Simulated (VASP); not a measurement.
Output of a VASP run:

**OSZICAR**
```
       N       E                     dE             d eps       ncg     rms          rms(c)
DAV:   1     0.449970766661E+03    0.44997E+03   -0.21628E+04   960   0.183E+03
DAV:   2    -0.254756627246E+01   -0.45252E+03   -0.44624E+03  1168   0.481E+02
DAV:   3    -0.486671435592E+02   -0.46120E+02   -0.43305E+02  1432   0.145E+02
DAV:   4    -0.505124147228E+02   -0.18453E+01   -0.18445E+01  1376   0.270E+01
DAV:   5    -0.505784689009E+02   -0.66054E-01   -0.66052E-01  1320   0.369E+00    0.248E+01
DAV:   6    -0.397944739617E+02    0.10784E+02   -0.70877E+01  1408   0.797E+01    0.102E+01
DAV:   7    -0.398748478921E+02   -0.80374E-01   -0.99109E+00  1216   0.234E+01    0.683E+00
DAV:   8    -0.397819061950E+02    0.92942E-01   -0.12232E+00  1264   0.111E+01    0.239E+00
DAV:   9    -0.397891370733E+02   -0.72309E-02   -0.21643E-01  1208   0.366E+00    0.929E-01
DAV:  10    -0.397881653155E+02    0.97176E-03   -0.93664E-02  1288   0.229E+00    0.736E-01
DAV:  11    -0.397825746209E+02    0.55907E-02   -0.51783E-02  1352   0.177E+00    0.196E-01
DAV:  12    -0.397819789612E+02    0.59566E-03   -0.41005E-03  1176   0.618E-01    0.419E-02
DAV:  13    -0.397820661074E+02   -0.87146E-04   -0.71226E-04  1432   0.231E-01    0.718E-02
DAV:  14    -0.397819942508E+02    0.71857E-04   -0.30137E-04  1312   0.126E-01    0.119E-02
DAV:  15    -0.397819955904E+02   -0.13396E-05   -0.13940E-05  1232   0.290E-02    0.138E-02
DAV:  16    -0.397819934875E+02    0.21029E-05   -0.67055E-06  1264   0.233E-02    0.473E-03
DAV:  17    -0.397819933309E+02    0.15661E-06   -0.10549E-06  1264   0.677E-03    0.247E-03
DAV:  18    -0.397819932894E+02    0.41417E-07   -0.18661E-07   720   0.329E-03
   1 F= -.40709931E+02 E0= -.40709931E+02  d E =-.391722E-32
```

### OUTCAR
```
------------------------ aborting loop because EDIFF is reached ----------------------------------------
 Edisp (eV)   -0.92794
  FORCE on cell =-STRESS in cart. coord.  units (eV):
  Direction    XX          YY          ZZ          XY          YZ          ZX
  --------------------------------------------------------------------------------------
  Total       4.44480     4.44480     4.44480    -0.00000    -0.00000     0.00000
  in kB     117.00329   117.00329   117.00329    -0.00000    -0.00000     0.00000
  external pressure =      117.00 kB  Pullay stress =        0.00 kB
  volume of cell :       60.86
      direct lattice vectors                 reciprocal lattice vectors
     3.933581687  0.000000000  0.000000000     0.254221236  0.000000000  0.000000000
     0.000000000  3.933581687  0.000000000     0.000000000  0.254221236  0.000000000
     0.000000000  0.000000000  3.933581687     0.000000000  0.000000000  0.254221236
 POSITION                                       TOTAL-FORCE (eV/Angst)
 -----------------------------------------------------------------------------------
      0.00000      0.00000      0.00000         0.000000      0.000000      0.000000
      1.96679      1.96679      1.96679         0.000000      0.000000      0.000000
      1.96679      0.00000      1.96679         0.000000      0.000000      0.000000
      0.00000      1.96679      1.96679         0.000000      0.000000      0.000000
      1.96679      1.96679      0.00000         0.000000      0.000000      0.000000
 -----------------------------------------------------------------------------------
    total drift:                                0.000000      0.000000     -0.000000
  FREE ENERGIE OF THE ION-ELECTRON SYSTEM (eV)
  ---------------------------------------------------
  free  energy   TOTEN  =       -40.7099313638 eV

  energy  without entropy=      -40.7099313638  energy(sigma->0) =      -40.70993136
```
(Selected blocks of OUTCAR.)

File POSCAR:
```
BaTiO3
1
    3.9335816874     0.0000000000     0.0000000000
    0.0000000000     3.9335816874     0.0000000000
    0.0000000000     0.0000000000     3.9335816874
Ba Ti O
1 1 3
Direct
  0.0000000000   0.0000000000   0.0000000000
  0.5000000000   0.5000000000   0.5000000000
  0.5000000000   0.0000000000   0.5000000000
  0.0000000000   0.5000000000   0.5000000000
  0.5000000000   0.5000000000   0.0000000000
```

Task: Write an INCAR and KPOINTS that could have produced this output.

Result: One answer among several that fit: the input of the run itself, PBE GGA with D3 dispersion (zero damping), plane waves, VASP's PBE PAW potentials (set 64).

**KPOINTS**
```
Automatic
0
gamma
  6 6 6
```

INCAR:
```
SYSTEM = BaTiO3
PREC = Accurate
ENCUT = 520
EDIFF = 1E-7
NELM = 100
ALGO = Normal
LREAL = .FALSE.
LASPH = .TRUE.
ISMEAR = 0
SIGMA = 0.05
GGA = PE
IVDW = 11
LMAXMIX = 4
LWAVE = .FALSE.
LCHARG = .FALSE.
ISIF = 2
```

POTCAR, in this order: Ba_sv Ti_sv O (PBE.64 set). Program: vasp_std.

The compound is BaTiO3 in the cubic perovskite structure, the ideal cubic form; the compound distorts at low or room temperature. This cell is one point of a volume scan, at 0.94 of the reference volume.
